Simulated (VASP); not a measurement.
Given:

```xyz
8
Lattice="5.7647 0.0000 0.0000 0.0000 5.7647 0.0000 0.0000 0.0000 5.7647" Properties=species:S:1:pos:R:3 pbc="T T T"
In     0.0000     0.0000     0.0000
In     2.8824     2.8824     0.0000
In     2.8824     0.0000     2.8824
P      1.3770     1.5054     1.5054
P      4.3878     4.2593     1.5054
P      4.3878     1.5054     4.2593
P      1.3770     4.2593     4.2593
Ga     0.0000     2.8824     2.8824
```

These are PBEsol GGA, VASP's PBE PAW potentials (set 64) (plane waves; VASP) values and carry that method's errors. Numerical set-up: 400 eV cut-off, Gaussian smearing of 0.050 eV, potentials In_d P Ga_d.

Unless said otherwise, spin-orbit coupling is left out, though it shifts the bands of the heavy elements here.

Question: Give the energies of bands 29 to 42 at the high-symmetry points, in eV from the valence-band maximum.

Answer: 
```tsv
band	Γ	X	M	R
29	-2.53	-3.14	-3.07	-1.27
30	-2.53	-3.09	-3.07	-1.27
31	-2.30	-3.09	-2.91	-1.27
32	-2.30	-2.98	-2.83	-0.89
33	-2.30	-1.61	-1.20	-0.89
34	0.00	-1.61	-1.20	-0.89
35	0.00	-1.28	-1.08	-0.77
36	0.00	-1.28	-0.73	-0.77
37	0.78	2.27	2.67	1.04
38	1.65	2.30	2.67	1.54
39	1.65	3.06	3.25	1.54
40	1.65	3.32	3.25	1.54
41	1.98	4.27	4.90	4.54
42	1.98	4.27	4.92	4.57
```

The gap is direct, 0.78 eV, from the valence maximum at Γ to the conduction minimum at Γ.

The structure was generated: GaIn3P4 was put into an ordered model structure (P-43m), which need not be its known phase. It was relaxed first.
